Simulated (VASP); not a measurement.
OSZICAR of a VASP run on C (graphite):

File OSZICAR:
```
       N       E                     dE             d eps       ncg     rms          rms(c)
DAV:   1     0.530663040021E+02    0.53066E+02   -0.80114E+03   672   0.121E+03
DAV:   2    -0.358606179576E+02   -0.88927E+02   -0.81475E+02   964   0.226E+02
DAV:   3    -0.404320180743E+02   -0.45714E+01   -0.45338E+01   852   0.532E+01
DAV:   4    -0.404912095053E+02   -0.59191E-01   -0.59126E-01   828   0.716E+00
DAV:   5    -0.404924713938E+02   -0.12619E-02   -0.12616E-02   844   0.102E+00    0.838E+00
DAV:   6    -0.389770805077E+02    0.15154E+01   -0.14770E+00   768   0.827E+00    0.487E+00
DAV:   7    -0.384812109666E+02    0.49587E+00   -0.16981E+00   788   0.892E+00    0.116E+00
DAV:   8    -0.384858858954E+02   -0.46749E-02   -0.49474E-02   752   0.159E+00    0.107E-01
DAV:   9    -0.384858020622E+02    0.83833E-04   -0.10631E-03   860   0.269E-01    0.639E-02
DAV:  10    -0.384860677825E+02   -0.26572E-03   -0.38018E-04   804   0.147E-01    0.370E-02
DAV:  11    -0.384860655430E+02    0.22395E-05   -0.40547E-06   940   0.175E-02    0.581E-03
DAV:  12    -0.384860668328E+02   -0.12898E-05   -0.19826E-06   808   0.103E-02    0.172E-03
DAV:  13    -0.384860667849E+02    0.47900E-07   -0.94819E-08   768   0.226E-03
   1 F= -.38486067E+02 E0= -.38486067E+02  d E =-.384861E+02
       N       E                     dE             d eps       ncg     rms          rms(c)
DAV:   1    -0.389512068298E+02   -0.46514E+00   -0.14544E+01   672   0.320E+01    0.223E+00
DAV:   2    -0.387085706532E+02    0.24264E+00   -0.31692E-01   760   0.443E+00    0.132E+00
DAV:   3    -0.385883629638E+02    0.12021E+00   -0.39345E-01   776   0.427E+00    0.394E-01
DAV:   4    -0.385880230835E+02    0.33988E-03   -0.11766E-02   764   0.777E-01    0.281E-01
DAV:   5    -0.385882214346E+02   -0.19835E-03   -0.37552E-03   748   0.504E-01    0.492E-02
DAV:   6    -0.385882015256E+02    0.19909E-04   -0.12468E-04   844   0.864E-02    0.220E-02
DAV:   7    -0.385882660336E+02   -0.64508E-04   -0.61252E-05   764   0.546E-02    0.138E-02
DAV:   8    -0.385882685032E+02   -0.24696E-05   -0.20845E-05   832   0.349E-02    0.412E-03
DAV:   9    -0.385882680776E+02    0.42555E-06   -0.22809E-06   812   0.111E-02    0.112E-03
DAV:  10    -0.385882681159E+02   -0.38225E-07   -0.11825E-07   692   0.267E-03
   2 F= -.38588268E+02 E0= -.38588268E+02  d E =-.102201E+00
       N       E                     dE             d eps       ncg     rms          rms(c)
DAV:   1    -0.385898899169E+02   -0.16218E-02   -0.49744E-02   672   0.191E+00    0.133E-01
DAV:   2    -0.385890623343E+02    0.82758E-03   -0.10801E-03   752   0.256E-01    0.778E-02
DAV:   3    -0.385886682785E+02    0.39406E-03   -0.11998E-03   784   0.240E-01    0.215E-02
DAV:   4    -0.385886703982E+02   -0.21197E-05   -0.49248E-05   788   0.533E-02    0.759E-03
DAV:   5    -0.385886692011E+02    0.11971E-05   -0.56274E-06   812   0.185E-02    0.172E-03
DAV:   6    -0.385886693896E+02   -0.18848E-06   -0.33558E-07   824   0.442E-03    0.161E-03
DAV:   7    -0.385886694710E+02   -0.81370E-07   -0.24235E-07   796   0.388E-03
   3 F= -.38588669E+02 E0= -.38588669E+02  d E =-.102603E+00
```

Question: Which electronic solver shows in the log?

Answer: It is blocked Davidson (ALGO = Normal, or the opening steps of other solvers). The INCAR had ALGO = Normal.

Question: Can the final energy be trusted as converged?

Answer: Self-consistency was reached. It stopped with EDIFF = 1E-7, NELM = 100, NSW = 30 and EDIFFG = -0.01 after 3 ionic steps (PBEsol GGA, plane waves, VASP's PBE PAW potentials (set 64)). Without a dispersion term in the relaxation, distances and binding between the weakly bound layers, chains or molecules are unreliable, and so is what depends on them.

The compound is C in the graphite structure. This cell is one point of a volume scan, at 1.06 of the reference volume. Symmetry was kept, so distortions that lower it aren't found.
